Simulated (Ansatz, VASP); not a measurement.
# Be (Beryllium): VASP beside Ansatz, part 2 of 2

Wanted: the spread between two codes on one cell, functional and k mesh. The cell is taken from a series of runs on this material, whose earlier steps may have relaxed, scaled, displaced or heated it; both programs get it as it stands.

VASP 6.6.1 and Ansatz 0.2.0.

So far: The starting structure; VASP: zone-centre phonons, PBEsol, pair 1; Ansatz: zone-centre phonons, PBEsol, pair 1; Comparison.

## Step 5: VASP: zone-centre phonons, PBEsol, pair 2

Level of this step: PBEsol; plane waves and PAW (Be) (VASP).

Second derivatives magnify differences that forces hide, and they need a tight electronic threshold. The cell compared in this pair holds 15.37 Å³, against 15.25 Å³ for the pair before.

File INCAR:

```
SYSTEM = Be
PREC = Accurate
ENCUT = 600
EDIFF = 1E-08
NELM = 120
ISMEAR = 1
SIGMA = 0.2
LREAL = .FALSE.
ALGO = Normal
GGA = PS
NBANDS = 8
LORBIT = 11
LWAVE = .FALSE.
LCHARG = .FALSE.
ISIF = 2
IBRION = 8
LASPH = .TRUE.
GGA_COMPAT = .FALSE.
KPAR = 2
```

File POSCAR:

```
Be
1.0
    2.2342200736      0.0000000000      0.0000000000
   -1.1171100368      1.9348913414      0.0000000000
    0.0000000000      0.0000000000      3.5547903923
Be
2
Direct
    0.3333333333      0.6666666667      0.2500000000
    0.6666666667      0.3333333333      0.7500000000
```

File KPOINTS:

```
Automatic mesh
0
Gamma
24 24 12
0 0 0
```

The projector-augmented-wave data sets are Be (PBE family, release 64).

Command:

```sh
$ mpirun -np 2 vasp_std
```

Numbers of over 12 decimals in the logs are rounded to 6 here.

Output:

```text
[banner, memory and clock lines left out]
running    2 mpi-ranks, on    1 nodes
[...]
[... a notice as in an earlier step ...]

 LDA part: xc-table for (Slater+PW92), standard interpolation
 POSCAR, INCAR and KPOINTS ok, starting setup
[...]
entering main loop
       N       E                     dE             d eps       ncg     rms          rms(c)
DAV:   1    -0.318961173258E+01   -0.31896E+01   -0.20040E+03  6880   0.465E+02
DAV:   2    -0.800434353339E+01   -0.48147E+01   -0.46810E+01 11080   0.562E+01
DAV:   3    -0.802439231677E+01   -0.20049E-01   -0.19945E-01  7456   0.304E+00
DAV:   4    -0.802440694694E+01   -0.14630E-04   -0.14626E-04 10120   0.844E-02
[...]
DAV:   8    -0.799022207147E+01    0.29987E-05   -0.11404E-05  7648   0.275E-02    0.659E-03
DAV:   9    -0.799022278646E+01   -0.71499E-06   -0.47316E-07  8824   0.499E-03    0.468E-04
DAV:  10    -0.799022278657E+01   -0.11181E-09   -0.33124E-10  7504   0.139E-04
   1 F= -.79902228E+01 E0= -.79900323E+01  d E =-.571480E-03
[...]
RMM:   7    -0.677619001812E-02    0.73631E-08    0.24923E-10 49153   0.311E-06    0.176E-06
 first order change of Fermi-energy   0.19021E-05
 force on displaced ion       1 direction 1 :  -3.631   0.000   0.000
 Linear response progress:
  Degree of freedom:   2/  2
       N       E                     dE             d eps       ncg     rms          rms(c)
RMM:   1    -0.172825077018E-01   -0.17283E-01    0.29500E-02 25160   0.668E-01
RMM:   2    -0.153527791021E-01    0.19297E-02    0.23822E-03 16173   0.917E-02    0.107E-01
RMM:   3    -0.148965765613E-01    0.45620E-03    0.10009E-03 15959   0.937E-02    0.398E-02
RMM:   4    -0.151226791069E-01   -0.22610E-03    0.18191E-04 16391   0.528E-02    0.413E-03
RMM:   5    -0.151558001476E-01   -0.33121E-04   -0.31129E-05 17013   0.384E-03    0.602E-04
RMM:   6    -0.151541501530E-01    0.16500E-05   -0.57157E-06 16860   0.386E-04    0.722E-05
RMM:   7    -0.151534408430E-01    0.70931E-06   -0.11616E-06 17328   0.409E-05    0.181E-05
RMM:   8    -0.151533780116E-01    0.62831E-07   -0.31609E-08 16633   0.145E-05    0.666E-07
RMM:   9    -0.151533761902E-01    0.18214E-08   -0.97616E-09 16272   0.181E-06    0.245E-07
 first order change of Fermi-energy   0.66261E-06
 force on displaced ion       1 direction 3 :   0.000   0.000  -8.475
 Linear response finished
```

From OUTCAR (step 5):

```text
  Total        0.3848336      0.3848336      0.0469878      0.0000000      0.0000000      0.0000000
  in kB       40.1224108     40.1224108      4.8989111      0.0000000      0.0000000      0.0000000
  external PRESSURE =      28.3812442 kB  Pullay stress =       0.0000000 kB

 POSITION                                       TOTAL-FORCE (eV/Angst)
 -----------------------------------------------------------------------------------
     -0.00000      1.28993      0.88870        -0.000000     -0.000000      0.000000
      1.11711      0.64496      2.66609         0.000000      0.000000      0.000000
 -----------------------------------------------------------------------------------
    total drift:                                0.000000     -0.000000      0.000000

[... 1 part as in an earlier step ...]

[... 1 further part left out ...]
```

## Step 6: Ansatz: zone-centre phonons, PBEsol, pair 2

The same cell, functional, mesh and smearing now go to Ansatz, which takes its cutoff from its data sets.

The cell is taken from a series of runs on this material, whose earlier steps may have relaxed, scaled, displaced or heated it; both programs get it as it stands.

File input.yaml:

```yaml
crystal:
  lattice:
    - [2.2342200736, 0.0, 0.0]
    - [-1.1171100368, 1.9348913414, 0.0]
    - [0.0, 0.0, 3.5547903923]
  atoms:
    - { symbol: Be, position: [0.3333333333, 0.6666666667, 0.25] }
    - { symbol: Be, position: [0.6666666667, 0.3333333333, 0.75] }
kpoints:
  mp_grid: { grid: [24, 24, 12] }
hamiltonian:
  xc: pbesol
  pseudopotentials: { kind: paw, azcp: { folder: soft_1 }, xc_functional: pbe }
scf:
  occupations: { method: methfessel_paxton, width: 0.2 }
output:
  eigenvalues: true
phonons:
  method: dfpt
```

Command:

```sh
$ ansatz run input.yaml --threads 4 --pin off --max-ram 10240MiB --backend cpu --events-out ev --progress --plain --runs-dir out
```

Output:

```text
[...]
Crystal: 2 atoms, lattice volume = 15.367 Å³
Basis set: ecut = 420 eV, 311 PW (Γ), exchange–correlation on 30×30×48 points (8 copies of the dense FFT grid, shifted against one another)
Bands: 6, of which v1, the nominal top of the filled ones, is band 2 counted from 1 (1 counted from 0)
Symmetry: 24 space group operations
k-points: 1099 of 6912 (irreducible under 4 space group operations, time reversal used)
[...]
--- Band table (eV; the first three rows and the last of 1099) ---
[...]
ASR residual: 7.568e-5 → 0.000e0 eV/Å²; symmetrization residual: 5.329e-15 eV/Å²
  ASR residual per site (eV/Å²): 7.57e-5 7.57e-5
  Γ frequencies (cm⁻¹): 0.00 0.00 0.00 467.64 467.64 708.13
[...]
[key lines of the parts left out:]
SCF converged after 6 iterations
Free energy (F): -180.695400 eV
Fermi energy:    8.366702 eV
```

## Step 7: Side by side

The two programs side by side:

| quantity | Ansatz | VASP | difference |
| --- | --- | --- | --- |
| optical mode 1 to 2 (cm⁻¹) | 467.6 | 468.1 | -0.10 % |
| optical mode 3 (cm⁻¹) | 708.1 | 715.1 | -0.97 % |

Modes are paired by rising frequency, not by their patterns, so a pair may set unlike modes beside each other; they are those without the splitting of longitudinal modes.

## Step 8: VASP: zone-centre phonons, PBEsol, pair 3

Second derivatives magnify differences that forces hide, and they need a tight electronic threshold. The cell compared in this pair holds 15.39 Å³, against 15.37 Å³ for the pair before.

INCAR is that of step 5.

File POSCAR:

```
Be
1.0
    2.2591504665      0.0000000000      0.0000000000
   -1.1295752332      1.9564816950      0.0000000000
    0.0000000000      0.0000000000      3.4816005407
Be
2
Direct
    0.3333333332      0.6666666668      0.2500000000
    0.6666666668      0.3333333332      0.7500000000
```

KPOINTS is that of step 5.

Command:

```sh
$ mpirun -np 2 vasp_std
```

Output:

```text
[... set-up lines as in an earlier step ...]
 entering main loop
       N       E                     dE             d eps       ncg     rms          rms(c)
DAV:   1    -0.317338057892E+01   -0.31734E+01   -0.19525E+03  6888   0.462E+02
DAV:   2    -0.800180134111E+01   -0.48284E+01   -0.47337E+01 11032   0.570E+01
DAV:   3    -0.802171571966E+01   -0.19914E-01   -0.19342E-01  7616   0.303E+00
DAV:   4    -0.802173427707E+01   -0.18557E-04   -0.18551E-04 10448   0.838E-02
[...]
DAV:   8    -0.798589786195E+01    0.18130E-05   -0.14728E-05  7816   0.308E-02    0.687E-03
DAV:   9    -0.798589847820E+01   -0.61625E-06   -0.49836E-07  9080   0.503E-03    0.451E-04
DAV:  10    -0.798589848656E+01   -0.83580E-08   -0.30443E-10  7456   0.141E-04
   1 F= -.79858985E+01 E0= -.79859219E+01  d E =0.703216E-04
 Linear response reoptimize wavefunctions to high precision
DAV:   1    -0.798589848421E+01    0.23474E-08   -0.96173E-11  7392   0.860E-05
DAV:   2    -0.798589848421E+01   -0.17053E-12   -0.17374E-12  3640   0.112E-05
 Linear response DOF=           2
 Linear response progress:
[...]
RMM:   7    -0.673845884000E-02    0.70061E-08    0.95819E-10 50766   0.368E-06    0.189E-06
 first order change of Fermi-energy   0.17635E-05
 force on displaced ion       1 direction 1 :  -3.921   0.000   0.000
 Linear response progress:
  Degree of freedom:   2/  2
       N       E                     dE             d eps       ncg     rms          rms(c)
RMM:   1    -0.172523540640E-01   -0.17252E-01    0.22758E-02 25217   0.656E-01
RMM:   2    -0.152402352535E-01    0.20121E-02    0.10223E-03 16216   0.900E-02    0.108E-01
RMM:   3    -0.146684108577E-01    0.57182E-03    0.10527E-03 15991   0.915E-02    0.410E-02
RMM:   4    -0.149004697743E-01   -0.23206E-03    0.22957E-04 16480   0.532E-02    0.416E-03
RMM:   5    -0.149396514779E-01   -0.39182E-04   -0.34259E-05 17117   0.381E-03    0.600E-04
RMM:   6    -0.149378455208E-01    0.18060E-05   -0.59299E-06 17032   0.380E-04    0.695E-05
RMM:   7    -0.149371104887E-01    0.73503E-06   -0.11342E-06 17595   0.404E-05    0.169E-05
RMM:   8    -0.149370470058E-01    0.63483E-07    0.45048E-09 16894   0.141E-05    0.714E-07
RMM:   9    -0.149370480549E-01   -0.10491E-08    0.68992E-11 16489   0.181E-06    0.240E-07
 first order change of Fermi-energy   0.12901E-04
 force on displaced ion       1 direction 3 :  -0.000   0.000  -9.365
 Linear response finished
```

Parts of OUTCAR (step 8):

```text
  Total        0.0393307      0.0393307      0.8091386      0.0000000      0.0000000      0.0000000
  in kB        4.0948872      4.0948872     84.2429613      0.0000000      0.0000000      0.0000000
  external PRESSURE =      30.8109119 kB  Pullay stress =       0.0000000 kB

 POSITION                                       TOTAL-FORCE (eV/Angst)
 -----------------------------------------------------------------------------------
     -0.00000      1.30432      0.87040        -0.000000      0.000000      0.000000
      1.12958      0.65216      2.61120         0.000000     -0.000000      0.000000
 -----------------------------------------------------------------------------------
    total drift:                                0.000000     -0.000000      0.000000

[... 1 part as in an earlier step ...]

[... 1 further part left out ...]
```

## Step 9: Ansatz: zone-centre phonons, PBEsol, pair 3

The same cell, functional, mesh and smearing now go to Ansatz, which takes its cutoff from its data sets.

The cell is taken from a series of runs on this material, whose earlier steps may have relaxed, scaled, displaced or heated it; both programs get it as it stands.

input.yaml, the sections that differ from step 6:

```yaml
crystal:
  lattice:
    - [2.2591504665, 0.0, 0.0]
    - [-1.1295752332, 1.956481695, 0.0]
    - [0.0, 0.0, 3.4816005407]
  atoms:
    - { symbol: Be, position: [0.3333333332, 0.6666666668, 0.25] }
    - { symbol: Be, position: [0.6666666668, 0.3333333332, 0.75] }
# kpoints, hamiltonian, scf, output, phonons: as in step 6
```

Command:

```sh
$ ansatz run input.yaml --threads 4 --pin off --max-ram 10240MiB --backend cpu --events-out ev --progress --plain --runs-dir out
```

Output:

```text
[...]
Crystal: 2 atoms, lattice volume = 15.389 Å³
Basis set: ecut = 420 eV, 299 PW (Γ), exchange–correlation on 32×32×48 points (8 copies of the dense FFT grid, shifted against one another)
Bands: 6, of which v1, the nominal top of the filled ones, is band 2 counted from 1 (1 counted from 0)
Symmetry: 24 space group operations
k-points: 1099 of 6912 (irreducible under 4 space group operations, time reversal used)
[...]
Free energy (F): -180.691186 eV
[...]
Internal energy: -180.691259 eV  (E = F + TS)
E sigma→0 (E₀):  -180.691204 eV
Entropy (-TS):   0.000073 eV (0.037 meV/atom)
Fermi energy:    8.237343 eV
[...]
--- Band table (eV; the first three rows and the last of 1099) ---
[...]
ASR residual: 1.733e-5 → 0.000e0 eV/Å²; symmetrization residual: 1.443e-11 eV/Å²
  ASR residual per site (eV/Å²): 1.73e-5 1.73e-5
  Γ frequencies (cm⁻¹): 0.00 0.00 0.00 486.10 486.10 744.90
[...]
[key lines of the parts left out:]
SCF converged after 6 iterations
```

## Step 10: Comparison

The two programs side by side:

| quantity | Ansatz | VASP | difference |
| --- | --- | --- | --- |
| optical mode 1 to 2 (cm⁻¹) | 486.1 | 486.4 | -0.06 % |
| optical mode 3 (cm⁻¹) | 744.9 | 751.7 | -0.91 % |

Modes are paired by rising frequency, not by their patterns, so a pair may set unlike modes beside each other; they are those without the splitting of longitudinal modes.

## Step 11: Results

| Item | Value |
| --- | --- |
| r.m.s. difference of the optical zone-centre modes, each program's sorted by frequency (zone-centre phonons, PBEsol, pair 1) | 3.9 cm⁻¹ |
| difference in optical mode 3 (zone-centre phonons, PBEsol, pair 1) | -0.9 % |
| r.m.s. difference of the optical zone-centre modes, each program's sorted by frequency (zone-centre phonons, PBEsol, pair 2) | 4.0 cm⁻¹ |
| difference in optical mode 3 (zone-centre phonons, PBEsol, pair 2) | -1.0 % |
| r.m.s. difference of the optical zone-centre modes, each program's sorted by frequency (zone-centre phonons, PBEsol, pair 3) | 4.0 cm⁻¹ |
| difference in optical mode 3 (zone-centre phonons, PBEsol, pair 3) | -0.9 % |

In words: The r.m.s. difference of the optical zone-centre modes, each program's sorted by frequency is 3.9 cm⁻¹ (zone-centre phonons, PBEsol, pair 1). Among the rows given in per cent, the largest difference of the zone-centre phonons, PBEsol, pair 1 pair is in optical mode 3, -0.9 %. Among the rows given in per cent, the largest difference of the zone-centre phonons, PBEsol, pair 2 pair is in optical mode 3, -1.0 %. Among the rows given in per cent, the largest difference of the zone-centre phonons, PBEsol, pair 3 pair is in optical mode 3, -0.9 %. 1 further run of this series is not shown here. Such differences can come from data sets, numerical settings and the points named under the comparisons, not from the functional's error against experiment.

[Lines on the potential files, build, host, timing and source positions are cut from VASP's logs without a mark.]

[Logs are printed without paths, hosts, clocks, repeated set-up lines and the standing remarks that a program may print on its own settings, such as how far it seeks lower states.]

[Hosts, paths, dates, database ids (printed as entryN), source tags and the programs' standing remarks are cut or masked in the printed files.]
